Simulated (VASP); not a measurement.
Level of theory: PBEsol GGA, VASP's PBE PAW potentials (set 64) (plane waves; VASP).

Input for VASP

KPOINTS:
```
Automatic
0
G
 8 8 8
0 0 0
```

### POSCAR
```
GaP
1.0
  0.0000000000   2.7163161782   2.7163161782
  2.7163161782   0.0000000000   2.7163161782
  2.7163161782   2.7163161782   0.0000000000
Ga P
1 1
Cart
  0.0000000000   0.0000000000   0.0000000000
  1.3581580891   1.3581580891   1.3581580891
```

**INCAR**
```
ALGO=Normal
EDIFF=1E-6
EDIFFG=-0.02
ENCUT=500
GGA=PS
IBRION=2
ISIF=3
ISMEAR=0
LASPH=.TRUE.
LCHARG=.FALSE.
LMAXMIX=4
LREAL=.FALSE.
LWAVE=.FALSE.
NELM=100
NSW=40
PREC=Accurate
SIGMA=0.05
SYSTEM=GaP
```

POTCAR, in this order: Ga_d P (PBE.64 set). Program: vasp_std.

The run wrote:

### OUTCAR
```
 ion  position               nearest neighbor table
   1  0.000  0.000  0.000-   2 2.35   2 2.35   2 2.35   2 2.35
   2  0.250  0.250  0.250-   1 2.35   1 2.35   1 2.35   1 2.35
  LATTYP: Found a face centered cubic cell.
 ALAT       =     5.4326323564
 Subroutine PRICEL returns:
 Original cell was already a primitive cell.
 Subroutine GETGRP returns: Found 24 space group operations
The static configuration has the point symmetry T_d .
The dynamic configuration has the point symmetry T_d .
 Subroutine INISYM returns: Found 24 space group operations
 Subroutine IBZKPT returns following result:
 Found     29 irreducible k-points:

 Following reciprocal coordinates:
            Coordinates               Weight
  0.000000  0.000000  0.000000      1.000000
  0.125000  0.000000  0.000000      8.000000
  0.250000  0.000000  0.000000      8.000000
  0.375000  0.000000  0.000000      8.000000
  0.500000  0.000000  0.000000      4.000000
  0.125000  0.125000  0.000000      6.000000
  0.250000  0.125000  0.000000     24.000000
  0.375000  0.125000  0.000000     24.000000
  0.500000  0.125000  0.000000     24.000000
 -0.375000  0.125000  0.000000     24.000000
 -0.250000  0.125000  0.000000     24.000000
 -0.125000  0.125000  0.000000     12.000000
  0.250000  0.250000  0.000000      6.000000
  0.375000  0.250000  0.000000     24.000000
  0.500000  0.250000  0.000000     24.000000
 -0.375000  0.250000  0.000000     24.000000
 -0.250000  0.250000  0.000000     12.000000
  0.375000  0.375000  0.000000      6.000000
  0.500000  0.375000  0.000000     24.000000
 -0.375000  0.375000  0.000000     12.000000
  0.500000  0.500000  0.000000      3.000000
  0.375000  0.250000  0.125000     24.000000
  0.500000  0.250000  0.125000     48.000000
 -0.375000  0.250000  0.125000     24.000000
  0.500000  0.375000  0.125000     24.000000
 -0.375000  0.375000  0.125000     48.000000
 -0.250000  0.375000  0.125000     24.000000
 -0.375000  0.500000  0.125000     12.000000
 -0.250000  0.500000  0.250000      6.000000
   k-points           NKPTS =     29   k-points in BZ     NKDIM =     29   number of bands    NBANDS=     13
   number of dos      NEDOS =    301   number of ions     NIONS =      2
   total plane-waves  NPLWV =  21952
   dimension x,y,z NGX =    28 NGY =   28 NGZ =   28
   dimension x,y,z NGXF=    56 NGYF=   56 NGZF=   56
   ions per type =               1   1
   PREC   = accura    normal or accurate (medium, high low for compatibility)
   ISTART =      0    job   : 0-new  1-cont  2-samecut
   ICHARG =      2    charge: 1-file 2-atom 10-const
   ISPIN  =      1    spin polarized calculation?
   LNONCOLLINEAR =      F non collinear calculations
   LSORBIT =      F    spin-orbit coupling
   INIWAV =      1    electr: 0-lowe 1-rand  2-diag
   ENCUT  =  500.0 eV  36.75 Ry    6.06 a.u.   7.00  7.00  7.00*2*pi/ulx,y,z
   NELM   =    100;   NELMIN=  2; NELMDL= -5     # of ELM steps
   EDIFF  = 0.1E-05   stopping-criterion for ELM
   LREAL  =      F    real-space projection
   NLSPLINE    = F    spline interpolate recip. space projectors
   LMAXMIX     =    4 max onsite mixed and CHGCAR
   VOSKOWN=      0    Vosko Wilk Nusair interpolation
   EDIFFG = -.2E-01   stopping-criterion for IOM
   NSW    =     40    number of steps for IOM
   NBLOCK =      1;   KBLOCK =     40    inner block; outer block
   IBRION =      2    ionic relax: 0-MD 1-quasi-New 2-CG
   NFREE  =      1    steps in history (QN), initial steepest desc. (CG)
   ISIF   =      3    stress and relaxation
   ISYM   =      2    0-nonsym 1-usesym 2-fastsym
   TEIN   =    0.0    initial temperature
   TEBEG  =    0.0;   TEEND  =   0.0 temperature during run
   SMASS  =  -3.00    Nose mass-parameter (am)
...
```

OSZICAR:
```
       N       E                     dE             d eps       ncg     rms          rms(c)
DAV:   1     0.753910112768E+02    0.75391E+02   -0.91908E+03   786   0.196E+03
DAV:   2    -0.455348144519E+01   -0.79944E+02   -0.77439E+02   814   0.314E+02
DAV:   3    -0.101107706002E+02   -0.55573E+01   -0.55334E+01   964   0.723E+01
DAV:   4    -0.102072958334E+02   -0.96525E-01   -0.96493E-01   895   0.102E+01
DAV:   5    -0.102097444476E+02   -0.24486E-02   -0.24481E-02   991   0.138E+00    0.417E+00
DAV:   6    -0.996363213291E+01    0.24611E+00   -0.44062E-01  1147   0.142E+01    0.265E+00
DAV:   7    -0.992377865560E+01    0.39853E-01   -0.99869E-02  1037   0.273E+00    0.100E+00
DAV:   8    -0.992076366139E+01    0.30150E-02   -0.13068E-02   882   0.165E+00    0.158E-01
DAV:   9    -0.992090692174E+01   -0.14326E-03   -0.11337E-03  1096   0.589E-01    0.667E-02
DAV:  10    -0.992092689363E+01   -0.19972E-04   -0.66568E-05   854   0.819E-02    0.277E-02
DAV:  11    -0.992095317848E+01   -0.26285E-04   -0.28575E-05   869   0.648E-02    0.399E-03
DAV:  12    -0.992095309890E+01    0.79578E-07   -0.14536E-06   650   0.186E-02
   1 F= -.99209531E+01 E0= -.99209531E+01  d E =-.992095E+01
       N       E                     dE             d eps       ncg     rms          rms(c)
DAV:   1    -0.992294475756E+01   -0.19916E-02   -0.25833E-02   994   0.347E+00    0.260E-01
DAV:   2    -0.992142594163E+01    0.15188E-02   -0.27539E-03   964   0.132E+00    0.118E-01
DAV:   3    -0.992104421380E+01    0.38173E-03   -0.46438E-04   994   0.474E-01    0.273E-02
DAV:   4    -0.992100892846E+01    0.35285E-04   -0.44546E-05   873   0.105E-01    0.111E-02
DAV:   5    -0.992100231938E+01    0.66091E-05   -0.32646E-06   777   0.270E-02    0.340E-03
DAV:   6    -0.992100204883E+01    0.27054E-06   -0.28020E-07   402   0.891E-03
   2 F= -.99210020E+01 E0= -.99210020E+01  d E =-.489499E-04
```

OUTCAR:
```
------------------------ aborting loop because EDIFF is reached ----------------------------------------
  FORCE on cell =-STRESS in cart. coord.  units (eV):
  Direction    XX          YY          ZZ          XY          YZ          ZX
  --------------------------------------------------------------------------------------
  Total       -0.0301790     -0.0301790     -0.0301790      0.0000000     -0.0000000      0.0000000
  in kB       -1.2019811     -1.2019811     -1.2019811      0.0000000     -0.0000000      0.0000000
  external PRESSURE =      -1.2019811 kB  Pullay stress =       0.0000000 kB
  volume of cell :       40.23
      direct lattice vectors                 reciprocal lattice vectors
    -0.000000000  2.719541992  2.719541992    -0.183854488  0.183854488  0.183854488
     2.719541992  0.000000000  2.719541992     0.183854488 -0.183854488  0.183854488
     2.719541992  2.719541992 -0.000000000     0.183854488  0.183854488 -0.183854488
  FREE ENERGIE OF THE ION-ELECTRON SYSTEM (eV)
  ---------------------------------------------------
  free  energy   TOTEN  =        -9.9210020488 eV

  energy  without entropy=       -9.9210020488  energy(sigma->0) =       -9.92100205

 reached required accuracy - stopping structural energy minimisation
```
(Selected blocks of OUTCAR.)

CONTCAR:
```
GaP
   1.00000000000000
    -0.0000000000000000    2.7195419921222315    2.7195419921222315
     2.7195419921222315    0.0000000000000000    2.7195419921222315
     2.7195419921222315    2.7195419921222315   -0.0000000000000000
  Ga              P
     1     1
Direct
     0.0000000000000000    1.0000000000000000    0.0000000000000000
     0.2500000000000000    0.2500000000000000    0.2500000000000000
```

The structure was generated: GaP was put into the zinc blende type (F-43m), which need not be its known phase. This run relaxes it. Symmetry was kept, so distortions that lower it aren't found.
